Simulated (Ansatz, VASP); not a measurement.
This is a calculation of NbRu3C for Ansatz 0.2.0.

input.yaml

```yaml
crystal:
  lattice:
    - [4.0920602283, 0.0, 0.0]
    - [0.0, 4.0920602283, 0.0]
    - [0.0, 0.0, 4.0920602283]
  atoms:
    - { symbol: Ru, position: [0.5, 0.5, 0.0] }
    - { symbol: Ru, position: [0.5, 0.0, 0.5] }
    - { symbol: Ru, position: [0.0, 0.5, 0.5] }
    - { symbol: Nb, position: [0.0, 0.0, 0.0] }
    - { symbol: C, position: [0.5, 0.5, 0.5] }
hamiltonian:
  xc: pbesol
  pseudopotentials: { kind: paw }
kpoints:
  mp_grid: { grid: [7, 7, 7] }
scf:
  occupations: { method: fermi_dirac, width: 0.05 }
output:
  forces: true
  stress: true
  eigenvalues: true
```

Potentials or basis: Ansatz PAW.

Run with:

```console
$ ansatz run input.yaml --threads 1 --pin off --max-ram 3584MiB --backend cpu --events-out ev --progress --plain --runs-dir out
```

Set up the same calculation for VASP 6.6.1. Potentials there: VASP PAW PBE potentials, release 64 (Ru_pv, Nb_sv, C).

As run (the cutoff follows the program's own potentials):

File INCAR:

```
SYSTEM = NbRu3C
ALGO = Normal ; EDIFF = 1E-7
ENCUT = 520 ; GGA = PS
ISIF = 2 ; ISMEAR = -1
KPAR = 2 ; LASPH = .TRUE.
LCHARG = .FALSE. ; LREAL = .FALSE.
LWAVE = .FALSE. ; NBANDS = 38
NELM = 100 ; PREC = Accurate
SIGMA = 0.05
```

File KPOINTS:

```
k-points
0
G
  7 7 7
  0 0 0
```

POSCAR

```
NbRu3C
1.0
    4.0920602283      0.0000000000      0.0000000000
    0.0000000000      4.0920602283      0.0000000000
    0.0000000000      0.0000000000      4.0920602283
Ru Nb C
3 1 1
Direct
    0.5000000000      0.5000000000      0.0000000000
    0.5000000000      0.0000000000      0.5000000000
    0.0000000000      0.5000000000      0.5000000000
    0.0000000000      0.0000000000      0.0000000000
    0.5000000000      0.5000000000      0.5000000000
```

Potentials or basis: VASP PAW PBE potentials, release 64 (Ru_pv, Nb_sv, C).

Launch:

```bash
$ cat potpaw_PBE.64/Ru_pv/POTCAR potpaw_PBE.64/Nb_sv/POTCAR potpaw_PBE.64/C/POTCAR > POTCAR
$ mpirun -np 2 vasp_std > vasp.out
```

Both were run:

|  | VASP | Ansatz | Ansatz less VASP |
| --- | --- | --- | --- |
| gap on the k mesh at the Fermi level (eV) | none | none | - |
| pressure (GPa) | -16.7 | -16.6 | +0.11 |

A gap of «none» marks a metal or a gap that the smearing closes. The two sets of potentials don't hold the same shells in valence.

Caveats: the PAW data sets were made with another functional, which shifts forces and pressure a little (VASP); the PAW data sets come from PBE, with cores solved anew for the run's functional, which leaves a small shift of forces and pressure (Ansatz).
